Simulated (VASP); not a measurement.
Given:

```yaml
crystal:
  lattice:
    - [1.40467, -2.43296, 0.00000]
    - [1.40467, 2.43296, 0.00000]
    - [0.00000, 0.00000, 4.42668]
  atoms:
    - { symbol: Os, position: [0.33333, 0.66667, 0.25000] }
    - { symbol: Os, position: [0.66667, 0.33333, 0.75000] }
```

Method: PBE GGA, VASP's PBE PAW potentials (set 64) (plane waves; VASP). Run with 520 eV cut-off, 15×15×9 Γ-centred mesh, first-order Methfessel-Paxton smearing of 0.10 eV, potentials Os.

Unless said otherwise, spin-orbit coupling is left out, though it shifts the bands of the heavy elements here.

Q: Estimate the energy per atom (σ→0), pressure, band gap (on the k-mesh) with the smallest direct gap where there is one.

A: 
| Property | Value |
|---|---|
| band gap (on the k-mesh) | none (metal, semimetal or under 0.01 eV) |
| energy per atom (σ→0) | -11.194 eV/atom |
| pressure | -20.54 GPa |

Total energies compare only between runs with the same potentials, cut-off and functional.

The compound is Os in the hcp structure. This cell is one point of a volume scan, at 1.06 of the reference volume.
